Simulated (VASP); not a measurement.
# Ca3CrO (Pm-3m) in VASP: single point with r2SCAN

Aim: the single point of Ca3CrO with r2SCAN.

Everything below comes from runs of VASP 6.6.1. Logs are shortened: lines on timing, memory, paths and dates and some standing lists are left out, and cuts for length are marked.

**1. The crystal as given**

The structure is cubic, space group Pm-3m (No. 221). The conventional cell has a = 4.650 Å, b = 4.650 Å, c = 4.650 Å, α = 90.00°, β = 90.00°, γ = 90.00°. Cr (site symmetry m-3m) has 12 Ca at 3.29 Å as nearest neighbours. Ca (site symmetry 4/mmm) has 2 O at 2.33 Å as nearest neighbours. O (site symmetry m-3m) has 6 Ca at 2.33 Å as nearest neighbours.

The cell was built by a generator and needn't be a form met in nature.

**2. Single point, r2SCAN**

Contents of POSCAR:

```
Ca3CrO
1.0
    4.6504158400      0.0000000000      0.0000000000
    0.0000000000      4.6504158400      0.0000000000
    0.0000000000      0.0000000000      4.6504158400
Cr Ca O
1 3 1
Direct
    0.5000000000      0.5000000000      0.5000000000
    0.5000000000      0.0000000000      0.0000000000
    0.0000000000      0.5000000000      0.0000000000
    0.0000000000      0.0000000000      0.5000000000
    0.0000000000      0.0000000000      0.0000000000
```

Contents of INCAR.step1:

```
SYSTEM = Ca3CrO
ALGO = Normal ; EDIFF = 1E-4
ENCUT = 520 ; GGA = PE
ISMEAR = -5 ; LASPH = .TRUE.
LCHARG = .FALSE. ; LMAXMIX = 4
LREAL = .FALSE. ; LWAVE = .TRUE.
NELM = 100 ; PREC = Accurate
SIGMA = 0.1
```

Contents of INCAR.step2:

```
SYSTEM = Ca3CrO
ALGO = Normal ; EDIFF = 1E-6
ENCUT = 520 ; ISIF = 2
ISMEAR = -1 ; ISTART = 1
LASPH = .TRUE. ; LCHARG = .FALSE.
LMAXMIX = 4 ; LMIXTAU = .TRUE.
LORBIT = 10 ; LREAL = .FALSE.
LWAVE = .FALSE. ; METAGGA = R2SCAN
NELM = 100 ; PREC = Accurate
SIGMA = 0.1
```

Contents of KPOINTS:

```
k-points
0
G
  7 7 7
  0 0 0
```

Potentials or basis: VASP PAW PBE potentials, release 64 (Cr_pv, Ca_sv, O).

The run is started by

```
> cat potpaw_PBE.64/Cr_pv/POTCAR potpaw_PBE.64/Ca_sv/POTCAR potpaw_PBE.64/O/POTCAR > POTCAR
> cp INCAR.step1 INCAR
> mpirun -np 1 vasp_std > vasp.out
> cp INCAR.step2 INCAR
> mpirun -np 1 vasp_std > vasp.out
```

OUTCAR:

```text
SYSTEM = Ca3CrO
   EDIFF = 1E-6
   ENCUT = 520
   ISIF = 2
   ISMEAR = -1
   ISTART = 1
   LASPH = .TRUE.
   LORBIT = 10
   LREAL = .FALSE.
   METAGGA = R2SCAN
   NELM = 100
   PREC = Accurate

 ion  position               nearest neighbor table
   1  0.500  0.500  0.500-
   2  0.500  0.000  0.000-   5 2.33   5 2.33
   3  0.000  0.500  0.000-   5 2.33   5 2.33
   4  0.000  0.000  0.500-   5 2.33   5 2.33
   5  0.000  0.000  0.000-   2 2.33   3 2.33   4 2.33   4 2.33   3 2.33   2 2.33

  LATTYP: Found a simple cubic cell.
 ALAT       =     4.6504158400

  Lattice vectors:

 A1 = (   4.6504158400,   0.0000000000,   0.0000000000)
 A2 = (   0.0000000000,   4.6504158400,   0.0000000000)
 A3 = (   0.0000000000,   0.0000000000,   4.6504158400)

Analysis of symmetry for initial positions (statically):
=====================================================================
 Subroutine PRICEL returns:
 Original cell was already a primitive cell.

 Routine SETGRP: Setting up the symmetry group for a
 simple cubic supercell.

 Subroutine GETGRP returns: Found 48 space group operations
 (whereof 48 operations were pure point group operations)
 out of a pool of 48 trial point group operations.

The static configuration has the point symmetry O_h .

Analysis of symmetry for dynamics (positions and initial velocities):
=====================================================================
 Subroutine PRICEL returns:
 Original cell was already a primitive cell.

 Routine SETGRP: Setting up the symmetry group for a
 simple cubic supercell.

 Subroutine GETGRP returns: Found 48 space group operations
 (whereof 48 operations were pure point group operations)
 out of a pool of 48 trial point group operations.

The dynamic configuration has the point symmetry O_h .

 Subroutine INISYM returns: Found 48 space group operations
 (whereof 48 operations are pure point group operations),
 and found     1 'primitive' translations

----------------------------------------------------------------------------------------

                                     Primitive cell

  volume of cell :     100.5716

  direct lattice vectors                    reciprocal lattice vectors
     4.650415840  0.000000000  0.000000000     0.215034533  0.000000000  0.000000000
     0.000000000  4.650415840  0.000000000     0.000000000  0.215034533  0.000000000
     0.000000000  0.000000000  4.650415840     0.000000000  0.000000000  0.215034533

  length of vectors
     4.650415840  4.650415840  4.650415840     0.215034533  0.215034533  0.215034533

  position of ions in fractional coordinates (direct lattice)
     0.500000000  0.500000000  0.500000000
     0.500000000  0.000000000  0.000000000
     0.000000000  0.500000000  0.000000000
     0.000000000  0.000000000  0.500000000
     0.000000000  0.000000000  0.000000000

  ion indices of the primitive-cell ions
   primitive index   ion index
                 1           1
                 2           2
                 3           3
                 4           4
                 5           5

----------------------------------------------------------------------------------------

 KPOINTS: k-points

Automatic generation of k-mesh.
 Grid dimensions read from file:
 generate k-points for:    7    7    7

 Generating k-lattice:

  Cartesian coordinates                     Fractional coordinates (reciprocal lattice)
     0.030719219  0.000000000  0.000000000     0.142857143  0.000000000  0.000000000
     0.000000000  0.030719219  0.000000000     0.000000000  0.142857143  0.000000000
     0.000000000  0.000000000  0.030719219     0.000000000  0.000000000  0.142857143

  Length of vectors
     0.030719219  0.030719219  0.030719219

  Shift w.r.t. Gamma in fractional coordinates (k-lattice)
     0.000000000  0.000000000  0.000000000

 Subroutine IBZKPT returns following result:
 ===========================================

 Found     20 irreducible k-points:

 Following reciprocal coordinates:
            Coordinates               Weight
  0.000000  0.000000  0.000000      1.000000
  0.142857  0.000000  0.000000      6.000000
  0.285714  0.000000  0.000000      6.000000
  0.428571  0.000000  0.000000      6.000000
  0.142857  0.142857  0.000000     12.000000
  0.285714  0.142857  0.000000     24.000000
[... 12 lines left out ...]
  0.428571  0.428571  0.285714     24.000000
  0.428571  0.428571  0.428571      8.000000
   k-points           NKPTS =     20   k-points in BZ     NKDIM =     20   number of bands    NBANDS=     28
   number of dos      NEDOS =    301   number of ions     NIONS =      5
   total plane-waves  NPLWV =  46656
   dimension x,y,z NGX =    36 NGY =   36 NGZ =   36
   dimension x,y,z NGXF=    72 NGYF=   72 NGZF=   72
   ions per type =               1   3   1
   NGX,Y,Z   is equivalent  to a cutoff of  12.87, 12.87, 12.87 a.u.
   NGXF,Y,Z  is equivalent  to a cutoff of  25.74, 25.74, 25.74 a.u.
 SYSTEM =  Ca3CrO
   PREC   = accura    normal or accurate (medium, high low for compatibility)
   ISTART =      1    job   : 0-new  1-cont  2-samecut
   ICHARG =      0    charge: 1-file 2-atom 10-const
   ISPIN  =      1    spin polarized calculation?
   LNONCOLLINEAR =      F non collinear calculations
   LSORBIT =      F    spin-orbit coupling
   LASPH  =      T    aspherical Exc in radial PAW
   ENCUT  =  520.0 eV  38.22 Ry    6.18 a.u.   8.65  8.65  8.65*2*pi/ulx,y,z
   NELM   =    100;   NELMIN=  2; NELMDL=  0     # of ELM steps
   EDIFF  = 0.1E-05   stopping-criterion for ELM
   LREAL  =      F    real-space projection
   EDIFFG = 0.1E-04   stopping-criterion for IOM
   NSW    =      0    number of steps for IOM
   IBRION =     -1    ionic relax: 0-MD 1-quasi-New 2-CG
   NFREE  =      0    steps in history (QN), initial steepest desc. (CG)
   ISIF   =      2    stress and relaxation
   ISYM   =      2    0-nonsym 1-usesym 2-fastsym
   POTIM  = 0.5000    time-step for ionic-motion
   TEBEG  =    0.0;   TEEND  =   0.0 temperature during run
   PSTRESS=    0.0 pullay stress
   NELECT =      48.0000    total number of electrons
   NUPDOWN=      -1.0000    fix difference up-down
   EMIN   =  10.00;   EMAX   =-10.00  energy-range for DOS
   EFERMI =   0.00;   METHOD = LEGACY
   ISMEAR =    -1;   SIGMA  =   0.10  broadening in eV -4-tet -1-fermi 0-gaus
   EFERMI_NEDOS =   21; number of points for ismear=-14 and -15
   IALGO  =     38    algorithm
   IMIX   =      4    mixing-type and parameters
     AMIX     =   0.40;   BMIX     =  1.00
     AMIX_MAG =   1.60;   BMIX_MAG =  1.00
  volume/ion in A,a.u.               =      20.11       135.74
  Fermi-wavevector in a.u.,A,eV,Ry     =   1.279372  2.417662 22.269911  1.636792
  Thomas-Fermi vector in A             =   2.411861
   LORBIT       =     10    0 simple, 1 ext, 2 COOP (PROOUT), +10 PAW based schemes
   METAGGA = R2SCAN    functional components
   LHFCALC =     F    Hartree Fock is set to
   AEXX    =    0.0000 exact exchange contribution
   IVDW    =     0    specifies the selected vdW correction
   LEPSILON=     F    determine dielectric tensor
   LRPA    =     F    only Hartree local field effects (RPA)
 non-spin polarized calculation
  energy-cutoff  :      520.00
  volume of cell :      100.57
 maximum number of plane-waves:      2726
 NGX is ok and might be reduce to    36

 number of electron      48.0000017 magnetization

 Free energy of the ion-electron system (eV)
  ---------------------------------------------------
  ext. energy  EPLUGINS =         0.00000000
  ---------------------------------------------------
  free energy    TOTEN  =       -43.98905014 eV

  energy without entropy =      -43.65228395  energy(sigma->0) =      -43.82066705

 E-fermi :   4.3407     XC(G=0): -10.5186

 val. band max:        4.3395471535   @ k =   0.4286   0.1429   0.0000
 cond. band min:       4.3460880988   @ k =   0.4286   0.4286   0.1429
 fundamental gap:      0.0065409453
 Fermi energy:         4.3406958461

 k-point     1 :       0.0000    0.0000    0.0000
  band No.  band energies     occupation
      1     -39.5473      2.00000
      2     -39.5473      2.00000
      3     -39.5472      2.00000
      4     -37.7998      2.00000
      5     -37.6634      2.00000
      6     -37.6634      2.00000
[... 20 lines left out ...]
     27       6.7947      0.00000
     28       6.7947      0.00000

 k-point     2 :       0.1429    0.0000    0.0000
  band No.  band energies     occupation
      1     -39.5475      2.00000
      2     -39.5473      2.00000
      3     -39.5472      2.00000
      4     -37.7936      2.00000
      5     -37.6691      2.00000
      6     -37.6633      2.00000
[... 20 lines left out ...]
     27       6.5644      0.00000
     28       6.5645      0.00000

 k-point     3 :       0.2857    0.0000    0.0000
  band No.  band energies     occupation
      1     -39.5480      2.00000
      2     -39.5473      2.00000
      3     -39.5471      2.00000
      4     -37.7769      2.00000
      5     -37.6847      2.00000
      6     -37.6631      2.00000
[... 20 lines left out ...]
     27       6.1108      0.00000
     28       6.1108      0.00000

 k-point     4 :       0.4286    0.0000    0.0000
  band No.  band energies     occupation
      1     -39.5484      2.00000
      2     -39.5473      2.00000
      3     -39.5471      2.00000
      4     -37.7574      2.00000
      5     -37.7033      2.00000
      6     -37.6630      2.00000
[... 454 lines left out ...]
     27       5.3416      0.00009
     28       5.6150      0.00001

 k-point    19 :       0.4286    0.4286    0.2857
  band No.  band energies     occupation
      1     -39.5478      2.00000
      2     -39.5478      2.00000
      3     -39.5474      2.00000
      4     -37.7167      2.00000
      5     -37.7041      2.00000
      6     -37.6989      2.00000
[... 20 lines left out ...]
     27       5.2047      0.00035
     28       5.5350      0.00001

 k-point    20 :       0.4286    0.4286    0.4286
  band No.  band energies     occupation
      1     -39.5477      2.00000
      2     -39.5476      2.00000
      3     -39.5475      2.00000
      4     -37.7107      2.00000
      5     -37.7040      2.00000
      6     -37.7040      2.00000
[... 20 lines left out ...]
     27       5.2480      0.00023
     28       5.2480      0.00023

------------------------ aborting loop because EDIFF is reached ----------------------------------------

  FORCE on cell =-STRESS in cart. coord.  units (eV):
  Direction    XX          YY          ZZ          XY          YZ          ZX
  --------------------------------------------------------------------------------------
  -------------------------------------------------------------------------------------
  Total        3.4245617      3.4245617      3.4245617      0.0000000      0.0000000     -0.0000000
  in kB       54.5557103     54.5557103     54.5557103      0.0000000      0.0000000     -0.0000000
  external PRESSURE =      54.5557103 kB  Pullay stress =       0.0000000 kB

 VOLUME and BASIS-vectors are now :
 -----------------------------------------------------------------------------
  energy-cutoff  :      520.00
  volume of cell :      100.57
      direct lattice vectors                 reciprocal lattice vectors
     4.650415840  0.000000000  0.000000000     0.215034533  0.000000000  0.000000000
     0.000000000  4.650415840  0.000000000     0.000000000  0.215034533  0.000000000
     0.000000000  0.000000000  4.650415840     0.000000000  0.000000000  0.215034533

 POSITION                                       TOTAL-FORCE (eV/Angst)
 -----------------------------------------------------------------------------------
      2.32521      2.32521      2.32521         0.000000      0.000000      0.000000
      2.32521      0.00000      0.00000         0.000000      0.000000      0.000000
      0.00000      2.32521      0.00000         0.000000      0.000000      0.000000
      0.00000      0.00000      2.32521         0.000000      0.000000      0.000000
      0.00000      0.00000      0.00000         0.000000      0.000000      0.000000
 -----------------------------------------------------------------------------------
    total drift:                                0.000000      0.000000     -0.000000

  FREE ENERGIE OF THE ION-ELECTRON SYSTEM (eV)
  ---------------------------------------------------
  free  energy   TOTEN  =       -43.9890501441 eV

  energy  without entropy=      -43.6522839464  energy(sigma->0) =      -43.82066705

 total charge

# of ion       s       p       d       tot
------------------------------------------
    1        0.586   6.095   4.093  10.774
    2        2.067   5.860   0.307   8.234
    3        2.067   5.860   0.307   8.234
    4        2.067   5.860   0.307   8.234
    5        1.561   3.517   0.000   5.078
--------------------------------------------------
tot          8.349  27.193   5.013  40.555
```

Wall time 2.3 min (1 thread of Intel Xeon Platinum 8488C (Sapphire Rapids), shared host); peak memory 0.24 GiB.

What came out:

```yaml
Free_energy: -43.9891 eV
Pressure: 5.5 GPa
Band_gap_on_the_k_mesh: none (metal or under the smearing width)
Valence_electrons_inside_the_program's_atomic_spheres: Cr 10.77; Ca 8.23; O 5.08
```

Caveat: the PAW data sets were made with another functional, which shifts forces and pressure a little; the run has no spin polarisation, though such a crystal can be magnetic; semilocal functionals often make such compounds metallic where correlation or magnetic order opens a gap, which also shifts bond lengths.
